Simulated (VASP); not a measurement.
A run of VASP 6.6.1 is set up as follows.

INCAR

```
SYSTEM = Zr3Ni
PREC = Accurate
ENCUT = 520
EDIFF = 1E-7
ISMEAR = -1
SIGMA = 0.05
LREAL = .False.
LASPH = .True.
NELM = 120
ALGO = Normal
ISIF = 2
LWAVE = .False.
LCHARG = .False.
ISPIN = 2
MAGMOM = 0 0 0 0 0 0 1 1
LORBIT = 11
LMAXMIX = 4
GGA = PE
NBANDS = 60
```

Contents of KPOINTS:

```
regular mesh
0
Gamma
  5 5 6
  0 0 0
```

The input POSCAR:

```
Zr3Ni
1.0
    6.0644184126      0.0000000000      0.0000000000
   -3.0322092063      5.2519404045      0.0000000000
    0.0000000000      0.0000000000      4.8962950000
Zr Ni
6 2
Direct
    0.1743470050      0.8256529950      0.2500000000
    0.1743470050      0.3486940100      0.2500000000
    0.3486940100      0.1743470050      0.7500000000
    0.8256529950      0.1743470050      0.7500000000
    0.8256529950      0.6513059900      0.7500000000
    0.6513059900      0.8256529950      0.2500000000
    0.6666666667      0.3333333333      0.2500000000
    0.3333333333      0.6666666667      0.7500000000
```

Potentials or basis: VASP PAW PBE potentials, release 64 (Zr_sv, Ni).

Launch:

```sh
$ cat potpaw_PBE.64/Zr_sv/POTCAR potpaw_PBE.64/Ni/POTCAR > POTCAR
$ mpirun -np 1 vasp_std > vasp.out
```

**Question.** What does it give for the band gap on the k mesh?

**Answer.** None (metal or under the smearing width).

**Question.** Estimate the net moment.

**Answer.** 0.00 μB per cell.

**Question.** What does it give for the pressure?

**Answer.** 0.5 GPa.

Forces in eV/Å, atoms in the order of the input:
```
Zr   0.037 -0.021  0.000
Zr   0.000  0.043  0.000
Zr   0.037  0.021  0.000
Zr  -0.037  0.021  0.000
Zr   0.000 -0.043  0.000
Zr  -0.037 -0.021  0.000
Ni   0.000  0.000  0.000
Ni   0.000  0.000  0.000
```
